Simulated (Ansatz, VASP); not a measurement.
# Two plane-wave programs on Hf8NO15 (a cell with a defect)

```
Hf N O
1.0
     0.00000    5.11500    5.11500
     5.11500    0.00000    5.11500
     5.11500    5.11500    0.00000
Hf N O
8 1 15
Direct
  0.00140 0.00140 0.00140
  0.00140 0.00140 0.49580
  0.00140 0.49580 0.00140
  0.00064 0.49979 0.49979
  0.49580 0.00140 0.00140
  0.49979 0.00064 0.49979
  0.49979 0.49979 0.00064
  0.49979 0.49979 0.49979
  0.12500 0.12500 0.12500
  0.12572 0.12572 0.62428
  0.12572 0.62428 0.12572
  0.12572 0.62428 0.62428
  0.62428 0.12572 0.12572
  0.62428 0.12572 0.62428
  0.62428 0.62428 0.12572
  0.62500 0.62500 0.62500
  0.37500 0.37500 0.37500
  0.37864 0.37864 0.87136
  0.37864 0.87136 0.37864
  0.37864 0.87136 0.87136
  0.87136 0.37864 0.37864
  0.87136 0.37864 0.87136
  0.87136 0.87136 0.37864
  0.87500 0.87500 0.87500
```

Alike in both runs: functional PBE; k mesh 3 × 3 × 3; occupations fermi-dirac, width 0.01 eV; collinear spin.

Ansatz relaxed the structure, and its values are those at the end. VASP's run is a single point on that final structure, the one shown.

|  | VASP | Ansatz |
| --- | --- | --- |
| version | VASP 6.6.1 | Ansatz 0.2.0 |
| potentials or method | VASP PAW PBE potentials, release 64 (Hf_pv, N, O) | plane-wave PAW, scalar-relativistic |
| plane-wave cutoff (eV) | 520 | 420 |
| valence electrons in the cell | 175 | 303 |

Ansatz gave:

| Property | Result |
| --- | --- |
| pressure (GPa) | -1.1 |
| rms of the force components (eV/Å) | 0.011 |
| net moment per atom (μB) | 0.00 |

Q: What did VASP give for the same quantities?

A: Pressure (GPa): -4.5; rms of the force components (eV/Å): 0.010; net moment per atom (μB): 0.00.

With one functional, cell and mesh, what is left measures potentials, basis and numerics. The two sets of potentials don't hold the same shells in valence. Ansatz warned: «gradients_without_spin_orbit».

The runs have no spin-orbit coupling, so splittings on Hf are missing.
